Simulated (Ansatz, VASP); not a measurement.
# Te in two plane-wave programs, part 2 of 2

One calculation is typed for both programs; each brings its own data sets and cutoff. How far apart do they land? The cell is taken from a series of VASP runs on this material, whose earlier steps may have relaxed, scaled or displaced it; both programs get it as it stands.

VASP 6.6.1 and Ansatz 0.2.0.

So far: The structure; Ansatz: band structure, HSE06; VASP: band structure, HSE06.

## (3) VASP: band structure, HSE06 (continued)

Level of this step: HSE06; plane waves and PAW (Te) (VASP).

Numbers of over 12 decimals in the logs are rounded to 6 here.

From OUTCAR (step 3):

```text
ion  position               nearest neighbor table
   1  0.265  0.000  0.333-   3 2.85   2 2.85   3 3.51   3 3.51   2 3.51   2 3.51
   2  0.000  0.265  0.667-   3 2.85   1 2.85   3 3.51   3 3.51   1 3.51   1 3.51
   3  0.735  0.735  0.000-   2 2.85   1 2.85   1 3.51   2 3.51   2 3.51   1 3.51

  LATTYP: Found a hexagonal cell.
 ALAT       =     4.4833029524
 C/A-ratio  =     1.3260156022

 Subroutine GETGRP returns: Found  6 space group operations
 (whereof  2 operations were pure point group operations)

The static configuration has the point symmetry C_2 .
 The point group associated with its full space group is D_3 .

 Found      9 irreducible k-points:

   k-points           NKPTS =      9   k-points in BZ     NKDIM =     48   number of bands    NBANDS=     15

   dimension x,y,z NGX =    30 NGY =   30 NGZ =   40
   dimension x,y,z NGXF=    60 NGYF=   60 NGZF=   80

   ENCUT  =  400.0 eV  29.40 Ry    5.42 a.u.   7.31  7.31  9.69*2*pi/ulx,y,z

   NELECT =      18.0000    total number of electrons

 k-points in reciprocal lattice and weights: Automatic mesh
   0.00000000  0.00000000  0.00000000       0.021
   0.25000000 -0.00000000  0.00000000       0.125
   0.50000000 -0.00000000  0.00000000       0.062
   0.25000000  0.25000000  0.00000000       0.125
   0.00000000  0.00000000  0.33333333       0.042
   0.25000000 -0.00000000  0.33333333       0.125
   0.00000000  0.25000000  0.33333333       0.125
   0.50000000 -0.00000000  0.33333333       0.125
   0.25000000  0.25000000  0.33333333       0.250

  exchange ACFDT corr.  =         0.00000000  see jH, gK, PRB 81, 115126

 average (electrostatic) potential at core
       1 -85.4622       2 -85.4622       3 -85.4622

 E-fermi :   5.3040

 k-point     1 :       0.0000    0.0000    0.0000
  band No.  band energies     occupation
    ...
      5       2.3970      2.00000
      6       2.3970      2.00000
      7       3.5148      2.00000
      8       3.5148      2.00000
      9       4.4637      2.00000
     10       6.9037      0.00000
     11       6.9037      0.00000
     12       7.6052      0.00000
     13      11.0065      0.00000
     14      11.0065      0.00000
    ...

 k-point     2 :       0.2500   -0.0000    0.0000
  band No.  band energies     occupation
    ...
      5       1.1840      2.00000
      6       1.6920      2.00000
      7       3.7125      2.00000
      8       4.2384      2.00000
      9       4.4369      2.00000
     10       6.7640      0.00000
     11       6.9845      0.00000
     12       7.8571      0.00000
     13       9.8764      0.00000
     14      11.3722      0.00000
    ...

 k-point     3 :       0.5000   -0.0000    0.0000
  band No.  band energies     occupation
    ...
      5       0.6082      2.00000
      6       1.4933      2.00000
      7       1.5917      2.00000
      8       4.1917      2.00000
      9       4.4181      2.00000
     10       6.7514      0.00000
     11       6.8778      0.00000
     12       8.9986      0.00000
     13       9.8182      0.00000
     14      13.4851      0.00000
    ...

  energy-cutoff  :      400.00
  volume of cell :      103.48
      direct lattice vectors                 reciprocal lattice vectors
     4.483302952  0.000000000  0.000000000     0.223049839  0.128777884  0.000000000
    -2.241651476  3.882654250  0.000000000     0.000000000  0.257555769  0.000000000
     0.000000000  0.000000000  5.944929664     0.000000000  0.000000000  0.168210569

 POSITION                                       TOTAL-FORCE (eV/Angst)
 -----------------------------------------------------------------------------------
      1.18656      0.00000      1.98164        -0.293371     -0.000000     -0.000000
     -0.59328      1.02759      3.96329         0.146685     -0.254066      0.000000
      1.64837      2.85506      0.00000         0.146685      0.254066      0.000000
 -----------------------------------------------------------------------------------
    total drift:                               -0.000001     -0.000002     -0.000000

  FREE ENERGIE OF THE ION-ELECTRON SYSTEM (eV)
  ---------------------------------------------------
  free  energy   TOTEN  =       -11.8899320113 eV

  energy  without entropy=      -11.8899320113  energy(sigma->0) =      -11.88993201

 total charge
# of ion       s       p       d       tot
------------------------------------------
    1        1.391   1.927   0.043   3.361
    2        1.391   1.927   0.043   3.361
    3        1.391   1.927   0.043   3.361
--------------------------------------------------
tot          4.174   5.781   0.128  10.083

[... 3 further parts left out ...]
```

## (4) Differences

Known differences besides the potentials themselves: exact exchange at q = 0 is treated differently, which shows on coarse meshes; VASP keeps PBE cores, Ansatz makes them for the functional; the data sets hold 48 valence electrons in Ansatz (default PAW (the set named soft_2) files) and 18 in VASP; the cutoff is 420 eV in Ansatz and 400 eV in VASP; VASP takes a coarser grid for exact exchange (PRECFOCK = Fast). Total energies have different zeros and are not compared.

Both answers:

| quantity | Ansatz | VASP | difference |
| --- | --- | --- | --- |
| gap over the path points (eV) | 0.654 | 0.610 | +0.044 |

Forces (eV/Å; atoms numbered as in POSCAR):

| atom | Ansatz x, y, z | VASP x, y, z |
| --- | --- | --- |
| Te1 | -0.267, 0.000, 0.000 | -0.293, 0.000, 0.000 |
| Te2 | 0.134, -0.231, 0.000 | 0.147, -0.254, 0.000 |
| Te3 | 0.134, 0.231, 0.000 | 0.147, 0.254, 0.000 |

Levels at points of the path, from each program's valence-band top (eV; 4 filled, then empty):

| k (reciprocal lattice) | Ansatz | VASP |
| --- | --- | --- |
| 0.000 0.000 0.000 | -2.95 -1.84 -1.84 -0.92 1.54 1.54 2.21 | -2.96 -1.84 -1.84 -0.89 1.55 1.55 2.25 |
| 0.400 0.000 0.000 | -4.00 -3.15 -1.14 -0.94 1.40 1.55 3.76 | -3.98 -3.15 -1.13 -0.93 1.40 1.55 3.79 |
| 0.400 0.200 0.000 | -3.61 -3.56 -2.31 -2.27 2.59 2.99 4.11 | -3.60 -3.55 -2.30 -2.26 2.60 3.01 4.14 |
| 0.200 0.200 0.000 | -3.36 -2.29 -1.87 -1.82 2.35 2.55 2.82 | -3.36 -2.29 -1.85 -1.82 2.36 2.54 2.85 |
| 0.000 0.000 0.100 | -2.78 -1.81 -1.80 -0.92 1.47 1.47 2.10 | -2.78 -1.81 -1.80 -0.90 1.47 1.48 2.13 |
| 0.000 0.000 0.500 | -2.88 -1.55 -1.20 -1.20 0.98 1.07 1.07 | -2.87 -1.53 -1.20 -1.20 1.00 1.06 1.06 |
| 0.400 0.000 0.500 | -3.79 -2.52 -2.20 -0.63 1.69 2.46 3.04 | -3.79 -2.51 -2.19 -0.63 1.69 2.49 3.07 |
| 0.400 0.200 0.500 | -4.95 -1.42 -1.01 -0.06 1.13 2.04 2.46 | -4.94 -1.40 -1.02 -0.06 1.11 2.06 2.49 |
| 0.367 0.267 0.500 | -5.28 -1.20 -0.40 0.00 0.87 1.94 2.13 | -5.27 -1.19 -0.40 0.00 0.84 1.96 2.16 |
| 0.333 0.333 0.500 | -5.44 -1.13 -0.02 -0.02 0.65 1.96 1.96 | -5.42 -1.12 -0.02 -0.02 0.61 1.99 1.99 |

The forces differ by 15 meV/Å r.m.s., which is 9.0 % of the r.m.s. force of 0.17 eV/Å (both taken over all components). Among the levels compared at these points, filled levels agree within 22 meV and empty ones within 44 meV.

## (5) What the set-up changes

Further runs change the set-up of one program: Ansatz's method, potentials or start, or VASP's data sets, cutoff or form of LDA. The table gives Ansatz less VASP for each quantity, since a change that brings one quantity closer may part another.

| run | r.m.s. force difference (meV/Å) | gap over the path points (eV) |
| --- | --- | --- |
| as above | 15 | 0.044 |
| cores kept as stored | 15 | 0.044 |
| Ansatz's larger PAW set (cutoff 430 eV) | 15 | 0.048 |

## (6) Outcome

| Property | Result |
| --- | --- |
| r.m.s. force difference (band structure, HSE06) | 15 meV/Å |
| difference in gap over the path points (band structure, HSE06) | 0.044 eV |

In words: The r.m.s. force difference is 15 meV/Å (band structure, HSE06), beyond the 12 meV/Å picked in this series as the mark of a large difference. For band structure, HSE06, no further run moves any of the tabulated differences by more than a quarter of its size. 1 further run of this series is not shown here. How closely two codes agree says nothing of how well the functional describes the real material.

[Lines on the potential files, build, host, timing and source positions are cut from VASP's logs without a mark.]

[Logs are printed without paths, hosts, clocks, repeated set-up lines and the standing remarks that a program may print on its own settings, such as how far it seeks lower states.]

[Hosts, paths, dates, database ids (printed as entryN), source tags and the programs' standing remarks are cut or masked in the printed files.]
